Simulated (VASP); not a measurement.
# A vacancy on the Ca site in Ca, part 3 of 3

Aim: the formation energy and local structure of a vacancy on the Ca site in Ca.

VASP 6.6.1; PBEsol; plane waves and PAW (Ca_pv).

So far. Step 3 (Relax the host again, on a new basis): The start already met the threshold, so nothing moved. Step 4 (The supercell without the defect): The host is treated as a metal, as its relaxation found a gap under 0.3 eV or none, and only the neutral defect is run.

### 5. The defect cell

System of this step: Ca. The cell holds 63 atoms: 63 Ca. Cell: a = 15.432 Å, b = 15.432 Å, c = 15.432 Å, α = 60.0°, β = 60.0°, γ = 60.0°. It derives from Ca. Nearest the centre at fractional (0.000, 0.000, 0.000): Ca28 at 3.86 Å, Ca19 at 3.86 Å, Ca52 at 3.86 Å, Ca1 at 3.86 Å, Ca13 at 3.86 Å, Ca16 at 3.86 Å, Ca4 at 3.86 Å, Ca3 at 3.86 Å.

The host is treated as a metal, since its gap is under 0.3 eV or closed. The run keeps 48 symmetry operations, which cuts the number of k-points but bars distortions that break them. The atoms relax at the host's fixed cell.

INCAR

```
SYSTEM = Ca
PREC = Normal
ENCUT = 300
EDIFF = 1E-05
NELM = 120
ISMEAR = 1
SIGMA = 0.2
LREAL = Auto
ALGO = Fast
GGA = PS
NBANDS = 296
LORBIT = 11
LWAVE = .FALSE.
LCHARG = .TRUE.
KPAR = 4
NCORE = 2
IBRION = 2
NSW = 50
ISIF = 2
EDIFFG = -0.03
POTIM = 0.4
MAXMIX = 40
ISYM = 2
```

POSCAR

```
Ca
1.0
    0.0000000000     10.9121880600     10.9121880600
   10.9121880600      0.0000000000     10.9121880600
   10.9121880600     10.9121880600      0.0000000000
Ca
63
Direct
    0.0000000000      0.0000000000      0.2500000000
    0.0000000000      0.0000000000      0.5000000000
    0.0000000000      0.0000000000      0.7500000000
    0.0000000000      0.2500000000      0.0000000000
    0.0000000000      0.2500000000      0.2500000000
    0.0000000000      0.2500000000      0.5000000000
    0.0000000000      0.2500000000      0.7500000000
    0.0000000000      0.5000000000      0.0000000000
    0.0000000000      0.5000000000      0.2500000000
    0.0000000000      0.5000000000      0.5000000000
    0.0000000000      0.5000000000      0.7500000000
    0.0000000000      0.7500000000      0.0000000000
    0.0000000000      0.7500000000      0.2500000000
    0.0000000000      0.7500000000      0.5000000000
    0.0000000000      0.7500000000      0.7500000000
    0.2500000000      0.0000000000      0.0000000000
    0.2500000000      0.0000000000      0.2500000000
    0.2500000000      0.0000000000      0.5000000000
    0.2500000000      0.0000000000      0.7500000000
    0.2500000000      0.2500000000      0.0000000000
    0.2500000000      0.2500000000      0.2500000000
    0.2500000000      0.2500000000      0.5000000000
    0.2500000000      0.2500000000      0.7500000000
    0.2500000000      0.5000000000      0.0000000000
    0.2500000000      0.5000000000      0.2500000000
    0.2500000000      0.5000000000      0.5000000000
    0.2500000000      0.5000000000      0.7500000000
    0.2500000000      0.7500000000      0.0000000000
    0.2500000000      0.7500000000      0.2500000000
    0.2500000000      0.7500000000      0.5000000000
    0.2500000000      0.7500000000      0.7500000000
    0.5000000000      0.0000000000      0.0000000000
    0.5000000000      0.0000000000      0.2500000000
    0.5000000000      0.0000000000      0.5000000000
    0.5000000000      0.0000000000      0.7500000000
    0.5000000000      0.2500000000      0.0000000000
    0.5000000000      0.2500000000      0.2500000000
    0.5000000000      0.2500000000      0.5000000000
    0.5000000000      0.2500000000      0.7500000000
    0.5000000000      0.5000000000      0.0000000000
    0.5000000000      0.5000000000      0.2500000000
    0.5000000000      0.5000000000      0.5000000000
    0.5000000000      0.5000000000      0.7500000000
    0.5000000000      0.7500000000      0.0000000000
    0.5000000000      0.7500000000      0.2500000000
    0.5000000000      0.7500000000      0.5000000000
    0.5000000000      0.7500000000      0.7500000000
    0.7500000000      0.0000000000      0.0000000000
    0.7500000000      0.0000000000      0.2500000000
    0.7500000000      0.0000000000      0.5000000000
    0.7500000000      0.0000000000      0.7500000000
    0.7500000000      0.2500000000      0.0000000000
    0.7500000000      0.2500000000      0.2500000000
    0.7500000000      0.2500000000      0.5000000000
    0.7500000000      0.2500000000      0.7500000000
    0.7500000000      0.5000000000      0.0000000000
    0.7500000000      0.5000000000      0.2500000000
    0.7500000000      0.5000000000      0.5000000000
    0.7500000000      0.5000000000      0.7500000000
    0.7500000000      0.7500000000      0.0000000000
    0.7500000000      0.7500000000      0.2500000000
    0.7500000000      0.7500000000      0.5000000000
    0.7500000000      0.7500000000      0.7500000000
```

KPOINTS

```
Automatic mesh
0
Gamma
3 3 3
0 0 0
```

Potentials, in the order of the species: Ca_pv (PBE family, release 64).

Started as:

```bash
$ mpirun -np 8 vasp_std
```

The log of the run:

```text
[banner, memory and clock lines left out]
running    8 mpi-ranks, on    1 nodes
 distrk:  each k-point on    2 cores,    4 groups
 distr:  one band on    2 cores,    1 groups

 POSCAR found type information on POSCAR Ca
 POSCAR found :  1 types and      63 ions
 [... a notice as in an earlier step ...]

 LDA part: xc-table for (Slater+PW92), standard interpolation
 POSCAR, INCAR and KPOINTS ok, starting setup
 FFT: planning ... GRIDC
 FFT: planning ... GRID_SOFT
 FFT: planning ... GRID
 WAVECAR not read
 entering main loop
       N       E                     dE             d eps       ncg     rms          rms(c)
DAV:   1     0.509354464990E+04    0.50935E+04   -0.14114E+05  2504   0.178E+03
DAV:   2     0.933825122562E+03   -0.41597E+04   -0.41390E+04  2368   0.515E+02
DAV:   3    -0.102008495743E+02   -0.94403E+03   -0.92845E+03  2624   0.231E+02
DAV:   4    -0.120810901669E+03   -0.11061E+03   -0.10447E+03  3024   0.797E+01
DAV:   5    -0.131853562757E+03   -0.11043E+02   -0.10405E+02  3656   0.225E+01    0.575E+00
RMM:   6    -0.131994098768E+03   -0.14054E+00   -0.65625E+00  2856   0.481E+00    0.329E+00
RMM:   7    -0.132267818395E+03   -0.27372E+00   -0.26264E+00  3564   0.251E+00    0.188E+00
RMM:   8    -0.132397911395E+03   -0.13009E+00   -0.87400E-01  3281   0.141E+00    0.744E-01
RMM:   9    -0.132435815485E+03   -0.37904E-01   -0.33927E-01  3733   0.766E-01    0.248E-01
RMM:  10    -0.132449534605E+03   -0.13719E-01   -0.15161E-01  3761   0.311E-01    0.103E-01
RMM:  11    -0.132454793773E+03   -0.52592E-02   -0.62613E-02  3649   0.179E-01    0.397E-02
RMM:  12    -0.132458235306E+03   -0.34415E-02   -0.35179E-02  3724   0.109E-01    0.222E-02
RMM:  13    -0.132459639300E+03   -0.14040E-02   -0.14381E-02  3720   0.630E-02    0.104E-02
RMM:  14    -0.132460414626E+03   -0.77533E-03   -0.76424E-03  2458   0.348E-02    0.762E-03
RMM:  15    -0.132460672889E+03   -0.25826E-03   -0.26089E-03  2265   0.296E-02    0.344E-03
RMM:  16    -0.132460794065E+03   -0.12118E-03   -0.12389E-03  2199   0.184E-02    0.173E-03
RMM:  17    -0.132460792405E+03    0.16603E-05   -0.23118E-05  1860   0.146E-02
   1 F= -.13246079E+03 E0= -.13237385E+03  d E =-.132461E+03
 curvature:   0.00 expect dE= 0.000E+00 dE for cont linesearch  0.000E+00
 trial: gam= 0.00000 g(F)=  0.156E-02 g(S)=  0.000E+00 ort = 0.000E+00 (trialstep = 0.100E+01)
 search vector abs. value=  0.156E-02
 bond charge predicted
       N       E                     dE             d eps       ncg     rms          rms(c)
DAV:   1    -0.132461257064E+03   -0.46300E-03   -0.87573E-02  3504   0.109E+00    0.553E-02
RMM:   2    -0.132461545165E+03   -0.28810E-03   -0.33828E-03  2852   0.182E-01    0.237E-02
RMM:   3    -0.132461712669E+03   -0.16750E-03   -0.16094E-03  3630   0.894E-02    0.138E-02
WARNING in EDDRMM: call to ZHEGV failed, returncode =   6  3    234
RMM:   4    -0.132461731577E+03   -0.18908E-04   -0.18564E-04  3191   0.301E-02    0.192E-02
RMM:   5    -0.132461728484E+03    0.30933E-05    0.40425E-05  1996   0.143E-02
   2 F= -.13246173E+03 E0= -.13237663E+03  d E =-.936079E-03
[...]
3 F= -.13246531E+03 E0= -.13238059E+03  d E =-.451265E-02
 curvature:  -2.59 expect dE=-0.134E-02 dE for cont linesearch -0.131E-02
 ZBRENT: increasing intervall
 opt :  10.0000  next Energy=  -132.468027 (dE=-0.723E-02)
 bond charge predicted
       N       E                     dE             d eps       ncg     rms          rms(c)
DAV:   1    -0.132450994323E+03    0.14306E-01   -0.32545E+00  3528   0.654E+00    0.321E-01
RMM:   2    -0.132462330066E+03   -0.11336E-01   -0.13212E-01  2987   0.108E+00    0.160E-01
RMM:   3    -0.132467835876E+03   -0.55058E-02   -0.50932E-02  3557   0.454E-01    0.422E-02
WARNING in EDDRMM: call to ZHEGV failed, returncode =   6  3    207
RMM:   4    -0.132468642551E+03   -0.80667E-03   -0.79538E-03  3773   0.163E-01    0.684E-02
RMM:   5    -0.132468810586E+03   -0.16804E-03   -0.17101E-03  3670   0.648E-02    0.840E-02
RMM:   6    -0.132468842097E+03   -0.31511E-04   -0.37545E-04  3268   0.325E-02    0.764E-02
RMM:   7    -0.132468843479E+03   -0.13813E-05   -0.11028E-04  2251   0.203E-02    0.401E-02
RMM:   8    -0.132468836486E+03    0.69921E-05   -0.80769E-05  2255   0.240E-02
   4 F= -.13246884E+03 E0= -.13238425E+03  d E =-.804408E-02
 curvature:  -5.37 expect dE=-0.406E-03 dE for cont linesearch -0.395E-04
 trial: gam=-0.02025 g(F)=  0.756E-04 g(S)=  0.000E+00 ort = 0.107E-03 (trialstep = 0.280E+01)
 search vector abs. value=  0.719E-04
 reached required accuracy - stopping structural energy minimisation
```

Wall time 9.6 min (8 MPI ranks of AMD EPYC 7R43, shared host); peak memory 6.4 GiB.

From OUTCAR (step 5):

```text
   k-points           NKPTS =      4   k-points in BZ     NKDIM =      4   number of bands    NBANDS=    296

   NELECT =     504.0000    total number of electrons

 E-fermi :   2.2253

 k-point     1 :       0.0000    0.0000    0.0000
  band No.  band energies     occupation
    ...
    247       1.9071      2.04698
    248       2.0816      1.93219
    249       2.1211      1.76271
    250       2.1211      1.76271
    251       2.1211      1.76261
    252       2.4017     -0.01636
    253       2.4063     -0.02455
    254       2.4063     -0.02455
    255       2.4063     -0.02455
    256       2.4619     -0.07035
    ...

  Total       -1.7542439     -1.7542439     -1.7542439      0.0000000      0.0000000      0.0000000
  in kB       -1.0815212     -1.0815212     -1.0815212      0.0000000      0.0000000      0.0000000
  external PRESSURE =      -1.0815212 kB  Pullay stress =       0.0000000 kB

 POSITION                                       TOTAL-FORCE (eV/Angst)
 -----------------------------------------------------------------------------------
     13.63593      2.72374     10.91219        -0.008052     -0.008052     -0.000000
      5.45609     16.36828     10.91219         0.000000      0.000000     -0.000000
      8.18845     19.10063     10.91219         0.008052      0.008052     -0.000000
      2.72374     10.91219     13.63593        -0.008052      0.000000     -0.008052
      5.44743      2.72391      2.72391         0.002482     -0.001665     -0.001665
      8.18828      5.46476      2.72391         0.001665     -0.002482     -0.001665
     10.91219      8.18845      2.72374         0.000000      0.008052     -0.008052
      5.45609     10.91219     16.36828         0.000000      0.000000     -0.000000
      8.18828      2.72391      5.46476         0.001665     -0.001665     -0.002482
     10.91219     16.36828     16.36828         0.000000      0.000000     -0.000000
     13.63609     19.10047     16.35962        -0.001665      0.001665      0.002482
     19.10063     10.91219      8.18845         0.008052      0.000000      0.008052
     10.91219     13.63593     19.10063         0.000000     -0.008052      0.008052
     13.63609     16.35962     19.10047        -0.001665      0.002482      0.001665
     16.37695     19.10047     19.10047        -0.002482      0.001665      0.001665
     10.91219      2.72374     13.63593         0.000000     -0.008052     -0.008052
      2.72391      5.44743      2.72391        -0.001665      0.002482     -0.001665
      5.46476      8.18828      2.72391        -0.002482      0.001665     -0.001665
     19.10063     10.91219     13.63593         0.008052      0.000000     -0.008052
      2.72391      2.72391      5.44743        -0.001665     -0.001665      0.002482
      5.45609      5.45609      5.45609         0.000000      0.000000     -0.000000
      8.18828      8.18828      5.44743         0.001665      0.001665      0.002482
     10.91219     10.91219      5.47831         0.000000      0.000000      0.003255
      5.46476      2.72391      8.18828        -0.002482     -0.001665      0.001665
[...]
-----------------------------------------------------------------------------------
    total drift:                                0.000000      0.000000      0.000000

  FREE ENERGIE OF THE ION-ELECTRON SYSTEM (eV)
  ---------------------------------------------------
  free  energy   TOTEN  =      -132.4688364865 eV

  energy  without entropy=     -132.2150897902  energy(sigma->0) =     -132.38425425

[... 7 parts as in an earlier step ...]

[... 8 further parts left out ...]
```

Step by step:

```csv
step,energy less that of the first step (eV),largest force (eV/Å)
1,0.0000,0.0576
2,-0.0009,0.0502
3,-0.0045,0.0335
4,-0.0080,0.0114
```

The atoms that moved most (Å):

```csv
atom,dx,dy,dz,length
Ca29,0.000,0.022,0.000,0.022
Ca23,0.000,0.000,0.022,0.022
Ca53,0.022,0.000,0.000,0.022
Ca31,-0.022,0.000,0.000,0.022
Ca55,0.000,-0.022,0.000,0.022
Ca61,0.000,0.000,-0.022,0.022
Ca18,0.009,0.004,-0.004,0.010
Ca6,0.004,0.009,-0.004,0.010
```

Numbers from this step:

* electronic cycles: 36
* electrons: 504
* free energy (TOTEN): -132.4688 eV
* energy at zero smearing: -132.3843 eV
* Fermi energy: 2.225 eV

Valence density in the ac plane at fractional y = 0.000, through the centre, with atoms of Ca within 0.45 Å of it. It is the smooth field of the valence electrons, not physical close to the nuclei.

Ten even steps from '0' (0.0 e/Å³) to '9' (4.2 e/Å³), each cell a mean:
```
0000000000014675200000001367520000000136752000000000
0000000000000011000000000001100000000000110000000000
0000000000000000000000000000000000000000000000000000
0000000000000000000000000000000000000000000000000000
2100000000133210000000013321000000001332100000000133
9730000000159973000000015997300000001599730000000159
6752000000013675200000001367520000000136752000000013
0110000000000011000000000001100000000000110000000000
0000000000000000000000000000000000000000000000000000
0000000000000000000000000000000000000000000000000000
2100000000133210000000013321000000001232100000000133
9730000000159973000000015997300000001599730000000159
6752000000013675200000001367520000000146752000000013
0110000000000011000000000001100000000000110000000000
0000000000000000000000000000000000000000000000000000
0000000000000000000000000000000000000000000000000000
2100000000133210000000012321000000001232100000000123
9730000000159973000000015897300000001599730000000159
6752000000014675200000001367520000000136752000000014
0110000000000011000000000001100000000000110000000000
0000000000000000000000000000000000000000000000000000
0000000000000000000000000000000000000000000000000000
0000000000133210000000013321000000001332100000000000
0000000000159973000000015997300000001599730000000000
```
Columns run along a (15.4 Å), rows up along c (15.4 Å). Atoms in or near the plane, at fractional coordinates: Ca at (0.00, 0.25), Ca at (0.00, 0.50), Ca at (0.00, 0.75), Ca at (0.25, 0.00), Ca at (0.25, 0.25), Ca at (0.25, 0.50), Ca at (0.25, 0.75), Ca at (0.50, 0.00), Ca at (0.50, 0.25), Ca at (0.50, 0.50), Ca at (0.50, 0.75), Ca at (0.75, 0.00), Ca at (0.75, 0.25), Ca at (0.75, 0.50) and more.

The run ended after 4 ionic steps, 0.008 eV below its first step, once the forces on the free atoms met EDIFFG = -0.03.

The 12 first neighbours (Ca) lie 3.86 Å from the site in the perfect crystal and 3.85 Å on average after the relaxation (-0.2 %).

### 6. Putting the energies together

This step: point defect, PBEsol; plane waves and PAW (VASP 6.6.1).

No new run; the numbers come from the runs before.

Numbers from this step:

```yaml
formation_energy_of_the_neutral_defect: 1.198 eV
```

Formation energy:

```csv
formation energy (eV),largest move (Å)
1.198,0.02222
```

E_f is E(defect cell) less E(perfect cell), corrected for the atoms exchanged with their references.

References, in eV an atom: Ca -2.120 (the host). They were run at the supercell's cutoff and functional, without U, and count both elements from their own phases.

### 7. Results

* formation energy at charge 0: 1.198 eV

A vacancy on the Ca site costs 1.20 eV, with every exchanged atom at the energy of its element. The 12 first neighbours (Ca) lie 3.86 Å from the site in the perfect crystal and 3.85 Å on average after the relaxation (-0.2 %). With metallic smearing the value can move by tenths of an eV with the k mesh. The supercell of 64 atoms is small, so interactions between images remain.

[Lines on the potential files, build, host, timing and source positions are cut from VASP's logs without a mark.]

[Logs are printed without paths, hosts, clocks, repeated set-up lines and the standing remarks that a program may print on its own settings, such as how far it seeks lower states.]

[Hosts, paths, dates, database ids (printed as entryN), source tags and the programs' standing remarks are cut or masked in the printed files.]

[In band tables of VASP the shares of atoms and orbitals are scaled to a sum of 1 inside the atoms' spheres.]

[Runs that stopped without an error message from VASP are left out.]
